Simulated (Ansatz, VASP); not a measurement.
Al3Cl in VASP and in Ansatz

```
Al Cl
1.0
     2.85676    0.00000    0.00000
    -1.42838    2.47403    0.00000
     0.00000    0.00000   20.10138
Al Cl
3 1
Cartesian
  1.4284 0.8247 4.0000
  0.0000 1.6494 6.3007
  0.0000 0.0000 8.6014
  0.9523 0.8247 10.4276
```

Alike in both runs: functional PBE; k mesh 9 × 9 × 1; occupations gaussian, width 0.1 eV; no spin polarisation.

Ansatz relaxed the structure, and its values are those at the end. VASP's run is a single point on that final structure, the one shown.

|  | VASP | Ansatz |
| --- | --- | --- |
| version | VASP 6.6.1 | Ansatz 0.2.0 |
| potentials or method | VASP PAW PBE potentials, release 64 (Al, Cl) | scalar-relativistic, plane waves, PAW |
| plane-wave cutoff (eV) | 520 | 420 |
| valence electrons in the cell | 16 | 16 |

VASP gave:

```
gap on the k mesh at the Fermi level (eV) : none
rms of the force components (eV/Å)        : 0.161
```

Task: Which values does Ansatz return?

Result: gap on the k mesh at the Fermi level (eV): none; rms of the force components (eV/Å): 0.164.

A gap of «none» marks a metal or a gap that the smearing closes. The functional is the same, so the differences come from potentials, cutoffs and numerics.
